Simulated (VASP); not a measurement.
PIr2, 3 atoms in the cell. It takes space group Fm-3m (No. 225, cubic). The conventional cell has a = 5.577 Å, b = 5.577 Å, c = 5.577 Å, α = 90.00°, β = 90.00°, γ = 90.00°. P (site symmetry m-3m) has 8 Ir at 2.41 Å as nearest neighbours. Ir (site symmetry -43m) has 4 P at 2.41 Å as nearest neighbours.  The cell isn't the ideal one: a relaxed cell with its volume scaled by 1.02.

| Quantity | Value |
| --- | --- |
| Program | VASP 6.6.1 |
| Task | relaxation of the atoms |
| Functional | PBEsol |
| Potentials or basis | VASP PAW PBE potentials, release 64 (P, Ir) |
| Cutoff | 600 eV |
| k mesh | 12 × 12 × 12 |
| Occupations | methfessel-paxton, width 0.1 eV |
| Spin | no spin polarisation |
| Further INCAR settings | ALGO = Normal; EDIFF = 1e-07; IBRION = 2; EDIFFG = -0.01; NSW = 40 |

Potentials or basis: VASP PAW PBE potentials, release 64 (P, Ir).

Command:

```console
$ cat potpaw_PBE.64/P/POTCAR potpaw_PBE.64/Ir/POTCAR > POTCAR
$ mpirun -np 1 vasp_std > vasp.out
```

Hardware: 1 thread of Intel(R) Xeon(R) 6975P-C (Granite Rapids) (shared host).

Question: Estimate the wall time of this run.

Answer: Run time: 18 s on 1 thread of Intel(R) Xeon(R) 6975P-C (Granite Rapids), with other jobs on the host, peak memory 0.21 GiB. Counts: scf iterations 14, k points 72, ion steps 1.
